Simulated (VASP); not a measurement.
Calculation: PBE GGA with D3 dispersion (Becke-Johnson damping), VASP's PBE PAW potentials (set 64) (plane waves; VASP).

VASP ran on this input.

POSCAR:
```
Li2S
1
    0.0000000000     2.7854707964     2.7854707964
    2.7854707964     0.0000000000     2.7854707964
    2.7854707964     2.7854707964     0.0000000000
Li S
2 1
Direct
  0.2500000000   0.2500000000   0.2500000000
  0.7500000000   0.7500000000   0.7500000000
  0.0000000000   0.0000000000   0.0000000000
```

### KPOINTS
```
Automatic mesh
0
Gamma
8 8 8
0 0 0
```

**INCAR**
```
# general
SYSTEM = Li2S
PREC   = Accurate
ENCUT  = 520
LREAL  = .FALSE.
LASPH  = .TRUE.

# electronic loop
EDIFF  = 1E-7
NELM   = 100
ALGO   = Normal

# smearing
ISMEAR = -5

# functional
GGA    = PE
IVDW   = 12

# ions
ISIF   = 2

# output
LWAVE  = .FALSE.
LCHARG = .TRUE.
LORBIT = 11
NEDOS  = 601

# other
LEFG   = .TRUE.
```

POTCAR, in this order: Li_sv S (PBE.64 set). Program: vasp_std.

Question: Predict the energy per atom (σ→0), dispersion energy, band gap (on the k-mesh).

Answer: 
```yaml
energy per atom (σ→0): -4.270 eV/atom
dispersion_energy: -81.7 kJ/mol
band gap (on the k-mesh): 3.34 eV
```

### OSZICAR
```
...
DAV:   9    -0.119631666634E+02    0.64028E-03   -0.23086E-03   756   0.274E-01    0.204E-01
DAV:  10    -0.119636718327E+02   -0.50517E-03   -0.11292E-03   630   0.219E-01    0.109E-01
DAV:  11    -0.119636697679E+02    0.20648E-05   -0.49556E-05   858   0.576E-02    0.268E-02
DAV:  12    -0.119636753725E+02   -0.56046E-05   -0.86885E-06   658   0.223E-02    0.634E-03
DAV:  13    -0.119636751147E+02    0.25781E-06   -0.42348E-07   956   0.650E-03    0.481E-03
DAV:  14    -0.119636748627E+02    0.25196E-06   -0.10857E-07   474   0.322E-03    0.153E-03
DAV:  15    -0.119636749579E+02   -0.95148E-07   -0.34798E-08   330   0.190E-03
   1 F= -.12810707E+02 E0= -.12810707E+02  d E =0.000000E+00
```

The compound is Li2S in the antifluorite structure. It was relaxed first, which changed the volume by -8 %.
